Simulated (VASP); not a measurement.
Here is a VASP 6.6.1 calculation.

File INCAR:

```
SYSTEM = Li3SeBr
  PREC = Accurate
  ENCUT = 520
  EDIFF = 1E-6
  ISMEAR = 0
  SIGMA = 0.05
  LREAL = .FALSE.
  LASPH = .TRUE.
  NELM = 60
  ALGO = Normal
  ISIF = 2
  LWAVE = .FALSE.
  LCHARG = .FALSE.
  GGA = PE
  NBANDS = 19
```

Contents of KPOINTS:

```
Automatic mesh
0
G
  4 4 4
  0 0 0
```

File POSCAR:

```
Li3SeBr
1.0
    5.4800000000      0.0000000000      0.0000000000
    0.0000000000      5.4800000000      0.0000000000
    0.0000000000      0.0000000000      5.4800000000
Br Se Li
1 1 3
Direct
    0.0000000000      0.0000000000      0.0000000000
    0.5000000000      0.5000000000      0.5000000000
    0.5000000000      0.5000000000      0.0000000000
    0.5000000000      0.0000000000      0.5000000000
    0.0000000000      0.5000000000      0.5000000000
```

Potentials or basis: VASP PAW PBE potentials, release 64 (Br, Se, Li_sv).

Run with:

```sh
$ cat potpaw_PBE.64/Br/POTCAR potpaw_PBE.64/Se/POTCAR potpaw_PBE.64/Li_sv/POTCAR > POTCAR
$ mpirun -np 1 vasp_std > vasp.out
```

Q: Predict the band gap on the k mesh.

A: 2.61 eV, indirect (least direct gap 2.73 eV).

 A k mesh can miss the band edges.
